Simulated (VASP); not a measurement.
Data:

```xyz
1
Lattice="-1.5150 1.5150 1.5150 1.5150 -1.5150 1.5150 1.5150 1.5150 -1.5150" Properties=species:S:1:pos:R:3 pbc="T T T"
V      0.0000     0.0000     0.0000
```

Calculation: vdW-DF2, VASP's PBE PAW potentials (set 64) (plane waves; VASP 6.6.1). Settings: 520 eV cut-off, 15×15×15 Γ-centred mesh, first-order Methfessel-Paxton smearing of 0.10 eV, potentials V_sv.

### Question
The ions, cell shape and volume are relaxed. Predict the relaxed structure.

### Answer

```xyz
1
Lattice="-1.5201 1.5201 1.5201 1.5201 -1.5201 1.5201 1.5201 1.5201 -1.5201" Properties=species:S:1:pos:R:3 pbc="T T T"
V      0.0000     0.0000     0.0000
```
Space group Im-3m (229), at a tolerance of 0.03 Å.

### Question
How do energy and volume change from the first to the last step?

### Answer
The energy (σ→0) changes by -0.8 meV/atom and the volume by +1.0 %, in 3 ionic steps.

```csv
step,E(σ→0) (eV),max force (eV/Å),pressure (GPa),volume (Å³)
1,-5.1354,0.000,1.76,13.91
2,-5.1351,0.000,-1.99,14.22
3,-5.1361,0.000,0.00,14.05
```

The compound is V in the bcc structure. This run relaxes it. Symmetry was kept, so distortions that lower it aren't found. The run is not spin-polarised, so no magnetic state was tried.
